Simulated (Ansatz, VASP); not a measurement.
# Cross-check of Ge2H (H-terminated Ge(111)) between VASP and Ansatz, part 2 of 2

Aim: how closely do two programs agree when they are given the same cell, functional and k mesh? Of the first pair: The structure shown is the end of the VASP relaxation below. Valence electrons are named where the data sets of a main pair hold unlike numbers.

VASP 6.6.1 and Ansatz 0.2.0.

So far: The structure; VASP: relaxation, PBE; Ansatz: single point, PBE; Differences; Further runs.

### 6. VASP: band structure, PBE

Level of this step: PBE; plane waves and PAW (Ge, H) (VASP).

The same path points are solved in both programs, so levels can be compared one by one.

File INCAR:

```
SYSTEM = Ge2H
PREC = Normal
ENCUT = 320
EDIFF = 1E-06
NELM = 120
ISMEAR = 0
SIGMA = 0.03
LREAL = .FALSE.
ALGO = Fast
GGA = PE
NBANDS = 15
LORBIT = 11
LWAVE = .FALSE.
LCHARG = .TRUE.
KPAR = 4
IDIPOL = 3
LDIPOL = .TRUE.
DIPOL = 0.5 0.5 0.5
LVHAR = .TRUE.
LVACPOTAV = .TRUE.
NEDOS = 1500
```

File POSCAR:

```
Ge2H
1.0
    4.0934265369      0.0000000000      0.0000000000
    2.0467132684      3.5450113694      0.0000000000
    0.0000000000      0.0000000000     23.2978359645
Ge H
4 2
Direct
    0.3333333300      0.3333333300      0.4129665353
    0.6666666700      0.6666666700      0.4467306074
    0.6666666700      0.6666666700      0.5532693926
    0.0000000000      0.0000000000      0.5870334647
    0.3333333300      0.3333333300      0.3455250067
    0.0000000000      0.0000000000      0.6544749933
```

File KPOINTS:

```
Automatic mesh
0
Gamma
9 9 1
0 0 0
```

File KPOINTS_OPT:

```
Line mode
14
Line-mode
Reciprocal
  0.00000000   0.00000000   0.00000000 GAMMA
  0.00000000  -0.50000000   0.00000000 M

  0.00000000  -0.50000000   0.00000000 M
  0.33333333  -0.33333333   0.00000000 K

  0.33333333  -0.33333333   0.00000000 K
  0.00000000   0.00000000   0.00000000 GAMMA
```

PAW data sets: Ge and H (PBE family, release 64).

The run is started by

```sh
$ mpirun -np 4 vasp_std
```

Numbers of over 12 decimals in the logs are rounded to 6 here.

Output:

```text
[... set-up lines as in an earlier step ...]
 entering main loop
       N       E                     dE             d eps       ncg     rms          rms(c)
DAV:   1     0.753175987518E+02    0.75318E+02   -0.41680E+03   360   0.559E+02
DAV:   2    -0.166883651723E+02   -0.92006E+02   -0.86787E+02   537   0.121E+02
DAV:   3    -0.246524892026E+02   -0.79641E+01   -0.79121E+01   472   0.442E+01
DAV:   4    -0.247983407693E+02   -0.14585E+00   -0.14564E+00   493   0.698E+00
[...]
RMM:  20    -0.241825407194E+02   -0.13440E-05   -0.87124E-08   213   0.140E-03    0.278E-04
RMM:  21    -0.241825419350E+02   -0.12156E-05   -0.42344E-08   218   0.127E-03    0.210E-04
RMM:  22    -0.241825420773E+02   -0.14235E-06   -0.44779E-09   161   0.114E-03
 -----------------------------------------------------------------------------
|                                                                             |
|           W    W    AA    RRRRR   N    N  II  N    N   GGGG   !!!           |
|           W    W   A  A   R    R  NN   N  II  NN   N  G    G  !!!           |
[...]
|                                                                             |
 -----------------------------------------------------------------------------

   1 F= -.24182542E+02 E0= -.24182542E+02  d E =-.208157E-11
 Start KPOINTS_OPT (optional k-point list driver)
k-point batch [1-12\42]
       N       E                     dE             ncg
DAV:   1    -0.467650999356E+03   -0.22656E+04      360
DAV:   2    -0.143757358680E+04   -0.96992E+03      583
DAV:   3    -0.153340044694E+04   -0.95827E+02      458
DAV:   4    -0.153515950781E+04   -0.17591E+01      545
DAV:   5    -0.153520562734E+04   -0.46120E-01      504
DAV:   6    -0.153520664173E+04   -0.10144E-02      562
DAV:   7    -0.153520665605E+04   -0.14323E-04      495
DAV:   8    -0.153520665646E+04   -0.40611E-06      434
[...]
k-point batch [37-42\42]
       N       E                     dE             ncg
DAV:   1     0.175842171637E+04   -0.54593E+03      180
DAV:   2     0.130020898314E+04   -0.45821E+03      301
DAV:   3     0.125455917700E+04   -0.45650E+02      243
DAV:   4     0.125362140566E+04   -0.93777E+00      243
DAV:   5     0.125358457583E+04   -0.36830E-01      291
DAV:   6     0.125358438339E+04   -0.19244E-03      243
DAV:   7     0.125358437552E+04   -0.78710E-05      298
DAV:   8     0.125358437548E+04   -0.39037E-07      181
```

Parts of OUTCAR (step 6):

```text
  Total       -0.5467662     -0.5467662     -0.2998920      0.0000000      0.0000000      0.0000000
  in kB       -2.5911467     -2.5911467     -1.4212004      0.0000000      0.0000000      0.0000000
  external PRESSURE =      -2.2011646 kB  Pullay stress =       0.0000000 kB

 POSITION                                       TOTAL-FORCE (eV/Angst)
 -----------------------------------------------------------------------------------
      2.04671      1.18167      9.62123        -0.000000     -0.000000      0.011014
      4.09343      2.36334     10.40786        -0.000000     -0.000000     -0.002341
      4.09343      2.36334     12.88998         0.000000      0.000000      0.002341
      0.00000      0.00000     13.67661         0.000000      0.000000     -0.011014
      2.04671      1.18167      8.04998        -0.000000     -0.000000      0.000888
      0.00000      0.00000     15.24785        -0.000000     -0.000000     -0.000888
 -----------------------------------------------------------------------------------
    total drift:                               -0.000001     -0.000000      0.000001

  FREE ENERGIE OF THE ION-ELECTRON SYSTEM (eV)
  ---------------------------------------------------
  free  energy   TOTEN  =       -24.1825420773 eV

  energy  without entropy=      -24.1825420773  energy(sigma->0) =      -24.18254208

[... 2 parts as in an earlier step ...]

[... 1 further part left out ...]
[key lines of the parts left out:]
E-fermi :  -2.2896
```

### 7. Ansatz: band structure, PBE

The same cell, functional, mesh and smearing now go to Ansatz, which takes its cutoff from its data sets.

File input.yaml:

```yaml
crystal:
  lattice:
    - [4.0934265369, 0.0, 0.0]
    - [2.0467132684, 3.5450113694, 0.0]
    - [0.0, 0.0, 23.2978359645]
  atoms:
    - { symbol: Ge, position: [0.33333333, 0.33333333, 0.4129665353] }
    - { symbol: Ge, position: [0.66666667, 0.66666667, 0.4467306074] }
    - { symbol: Ge, position: [0.66666667, 0.66666667, 0.5532693926] }
    - { symbol: Ge, position: [0.0, 0.0, 0.5870334647] }
    - { symbol: H, position: [0.33333333, 0.33333333, 0.3455250067] }
    - { symbol: H, position: [0.0, 0.0, 0.6544749933] }
hamiltonian:
  xc: pbe
  pseudopotentials: { kind: paw }
kpoints:
  mp_grid: { grid: [9, 9, 1] }
  band_path:
    path:
      - [0.0, 0.0, 0.0]
      - [0.0, -0.03846, 0.0]
      - [0.0, -0.07692, 0.0]
      - [0.0, -0.15385, 0.0]
      - [0.0, -0.19231, 0.0]
      - [0.0, -0.26923, 0.0]
      - [0.0, -0.30769, 0.0]
      - [0.0, -0.34615, 0.0]
      - [0.0, -0.42308, 0.0]
      - [0.0, -0.46154, 0.0]
      - [0.0, -0.5, 0.0]
      - [0.02564, -0.48718, 0.0]
      - [0.05128, -0.47436, 0.0]
      - [0.10256, -0.44872, 0.0]
      - [0.12821, -0.4359, 0.0]
      - [0.17949, -0.41026, 0.0]
      - [0.20513, -0.39744, 0.0]
      - [0.25641, -0.37179, 0.0]
      - [0.28205, -0.35897, 0.0]
      - [0.30769, -0.34615, 0.0]
      - [0.33333, -0.33333, 0.0]
      - [0.30769, -0.30769, 0.0]
      - [0.25641, -0.25641, 0.0]
      - [0.23077, -0.23077, 0.0]
      - [0.20513, -0.20513, 0.0]
      - [0.15385, -0.15385, 0.0]
      - [0.12821, -0.12821, 0.0]
      - [0.07692, -0.07692, 0.0]
      - [0.05128, -0.05128, 0.0]
      - [0.0, 0.0, 0.0]
    npoints: 1
scf:
  occupations: { method: gaussian, width: 0.03 }
  n_extra_bands: 9
efield:
  axis: 3
  dipole_correction: true
  ramp_width: 0.04
output:
  forces: true
  eigenvalues: true
```

The run is started by

```sh
$ ansatz run input.yaml --threads 4 --pin off --max-ram 9216MiB --backend cpu --events-out ev --progress --plain --runs-dir out
```

Output:

```text
[...]
Crystal: 6 atoms, lattice volume = 338.081 Å³
Basis set: ecut = 420 eV, 6545 PW (Γ), exchange–correlation on 60×60×320 points (8 copies of the dense FFT grid, shifted against one another)
Bands: 38, of which v1, the nominal top of the filled ones, is band 29 counted from 1 (28 counted from 0)
Symmetry: 6 space group operations
[...]
k-point 1: bands = [... 25 lower, -2.5281, -2.4417, -2.0994, -1.3481, 0.4074, 0.6942, 1.9629, 2.3122, ... 5 higher]
  k-point 2: bands = [... 25 lower, -3.7004, -2.6972, -2.6146, -1.8118, 0.6864, 0.8065, 2.1485, 2.8916, ... 5 higher]
  k-point 11: bands = [... 25 lower, -4.9429, -4.1024, -4.1024, -3.1747, 1.8928, 2.1088, 2.1088, 4.4077, ... 5 higher]
[key lines of the parts left out:]
SCF converged after 9 iterations
Free energy (F): -17211.191043 eV
Fermi energy:    -0.872430 eV
Dipole field:    D = 0.000055 V/Å  (p = 0.000102 e·Å, saw-weighted, corrected)
Work function:   Φ+ = 4.4304 eV   Φ− = 4.4317 eV
```

Elapsed: 7.6 s, on 4 threads of Arm Neoverse V1, shared host; peak memory 0.75 GiB.

### 8. Comparison

What differs besides the data sets and the points named for the pairs above, as far as they apply: the data sets hold 58 valence electrons in Ansatz (on its default PAW (the set named soft_2) files) and 18 in VASP. Total energies have different zeros and are not compared.

Both answers:

```tsv
quantity	Ansatz	VASP	difference
gap over the path points (eV)	0.518	0.524	-0.005
```

Levels at points of the path, from each program's valence-band top (eV; 4 filled, then empty):

```tsv
k (reciprocal lattice)	Ansatz	VASP
0.000 0.000 0.000	-0.70 -0.70 0.00 0.00 0.52 0.69 3.25	-0.70 -0.70 0.00 0.00 0.52 0.71 3.23
0.000 -0.038 0.000	-0.90 -0.73 -0.33 -0.03 0.74 1.01 3.26	-0.91 -0.74 -0.33 -0.03 0.75 1.03 3.24
0.000 -0.077 0.000	-1.23 -0.86 -0.84 -0.11 1.17 1.49 3.19	-1.24 -0.85 -0.84 -0.11 1.18 1.50 3.17
0.000 -0.154 0.000	-1.87 -1.46 -1.16 -0.38 1.83 2.00 3.12	-1.87 -1.47 -1.17 -0.39 1.84 2.00 3.11
0.000 -0.192 0.000	-2.29 -1.52 -1.34 -0.55 1.88 1.99 3.22	-2.30 -1.53 -1.35 -0.55 1.88 1.98 3.21
0.000 -0.269 0.000	-2.90 -1.69 -1.65 -0.87 1.69 1.82 3.27	-2.90 -1.70 -1.66 -0.88 1.68 1.81 3.26
0.000 -0.308 0.000	-3.07 -1.84 -1.74 -1.02 1.60 1.72 3.15	-3.08 -1.85 -1.75 -1.02 1.59 1.71 3.14
0.000 -0.346 0.000	-3.19 -1.96 -1.82 -1.14 1.54 1.62 2.99	-3.20 -1.97 -1.83 -1.15 1.53 1.62 2.97
0.000 -0.423 0.000	-3.31 -2.13 -1.97 -1.31 1.48 1.50 2.67	-3.32 -2.15 -1.98 -1.31 1.46 1.50 2.65
0.000 -0.462 0.000	-3.34 -2.18 -2.01 -1.35 1.47 1.47 2.58	-3.36 -2.19 -2.02 -1.36 1.45 1.47 2.56
```

At this near-relaxed geometry the largest component of a force difference is 182 meV/Å. Among the levels compared at these points, filled levels agree within 18 meV and empty ones within 21 meV. With vacuum in the cell, a pressure given here is an average over mostly empty space and none of the material.

### 9. What the set-up changes

Further runs change the set-up of one program: Ansatz's method, potentials or start, or VASP's data sets, cutoff or form of LDA. The table gives Ansatz less VASP for each quantity, since a change that brings one quantity closer may part another.

```tsv
run	r.m.s. force difference (meV/Å)	gap over the path points (eV)
as above	74	-0.0054
Ansatz's larger PAW set (cutoff 1000 eV)	78	-0.0034
norm-conserving potentials (cutoff 1061 eV)	74	-0.0042
```

### 10. What came out

| Item | Value |
| --- | --- |
| r.m.s. force difference (single point, PBE) | 74 meV/Å |
| r.m.s. force difference (band structure, PBE) | 74 meV/Å |

**Reading.** The r.m.s. force difference is 74 meV/Å (band structure, PBE), beyond the 12 meV/Å picked in this series as the mark of a large difference. The data sets hold unlike numbers of valence electrons (58 in Ansatz and 18 in VASP), so part of the differences comes from the potentials. Single point, PBE, Ansatz's larger PAW set (cutoff 1000 eV): the difference in gap on the k mesh goes from -0.0052 to -0.0032 eV. Band structure, PBE, Ansatz's larger PAW set (cutoff 1000 eV): the difference in gap over the path points goes from -0.0054 to -0.0034 eV. Such differences can come from data sets, numerical settings and the points named under the comparisons, not from the functional's error against experiment.

[Lines on the potential files, build, host, timing and source positions are cut from VASP's logs without a mark.]

[Logs are printed without paths, hosts, clocks, repeated set-up lines and the standing remarks that a program may print on its own settings, such as how far it seeks lower states.]

[Hosts, paths, dates, database ids (printed as entryN), source tags and the programs' standing remarks are cut or masked in the printed files.]
